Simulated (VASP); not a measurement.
A convergence study with VASP on Ir (fcc): one setting is varied, all else stays as given below, so the limit is that of these other settings. Each run relaxes cell and ions from the cell shown.

```
Ir
1.0
    0.00000     1.92000     1.92000
    1.92000     0.00000     1.92000
    1.92000     1.92000     0.00000
Ir
1
Direct
  0.00000   0.00000   0.00000
```

Level of theory: PBE GGA, VASP's PBE PAW potentials (set 64) (plane waves; VASP). The tightest run used: 550 eV cut-off, 21×21×21 Γ-centred mesh, first-order Methfessel-Paxton smearing of 0.10 eV, potentials Ir.

Problem. The settings run are 2×2×2 mesh; 3×3×3 mesh; 4×4×4 mesh; 5×5×5 mesh; 6×6×6 mesh; 7×7×7 mesh; 8×8×8 mesh; 9×9×9 mesh; 10×10×10 mesh; 11×11×11 mesh; 12×12×12 mesh; 13×13×13 mesh; 14×14×14 mesh; 15×15×15 mesh; 16×16×16 mesh; 17×17×17 mesh; 18×18×18 mesh; 19×19×19 mesh; 20×20×20 mesh; 21×21×21 mesh. From which on does the relaxed volume stay within 0.02 Å³/atom of the tightest run?

Solution. From 10×10×10 mesh on: it is off by 0.000 there and by no more than 0.02 in any finer run, while 9×9×9 mesh is off by 0.022.
| setting | relaxed volume (Å³/atom) | E (eV/atom) | irreducible k-points | difference judged (Å³/atom) |
|---|---|---|---|---|
| 2×2×2 mesh | 17.700 | -4.7430 | 3 | 3.181 |
| 3×3×3 mesh | 15.493 | -7.6530 | 4 | 0.973 |
| 4×4×4 mesh | 14.138 | -9.3328 | 8 | 0.382 |
| 5×5×5 mesh | 14.684 | -8.6106 | 10 | 0.164 |
| 6×6×6 mesh | 14.548 | -8.7853 | 16 | 0.028 |
| 7×7×7 mesh | 14.474 | -8.9249 | 20 | 0.045 |
| 8×8×8 mesh | 14.573 | -8.7778 | 29 | 0.053 |
| 9×9×9 mesh | 14.497 | -8.8704 | 35 | 0.022 |
| 10×10×10 mesh | 14.519 | -8.8541 | 47 | 0.000 |
| 11×11×11 mesh | 14.537 | -8.8219 | 56 | 0.018 |
| 12×12×12 mesh | 14.502 | -8.8675 | 72 | 0.018 |
| 13×13×13 mesh | 14.529 | -8.8422 | 84 | 0.009 |
| 14×14×14 mesh | 14.527 | -8.8388 | 104 | 0.007 |
| 15×15×15 mesh | 14.514 | -8.8548 | 120 | 0.006 |
| 16×16×16 mesh | 14.530 | -8.8408 | 145 | 0.010 |
| 17×17×17 mesh | 14.516 | -8.8505 | 165 | 0.003 |
| 18×18×18 mesh | 14.517 | -8.8511 | 195 | 0.002 |
| 19×19×19 mesh | 14.525 | -8.8426 | 220 | 0.006 |
| 20×20×20 mesh | 14.514 | -8.8546 | 256 | 0.006 |
| 21×21×21 mesh | 14.519 | -8.8497 | 286 | 0.000 |

Left out are rungs that failed or repeat a setting and relaxations that didn't move; long series are thinned to 24 rows.

The compound is Ir in the fcc structure.
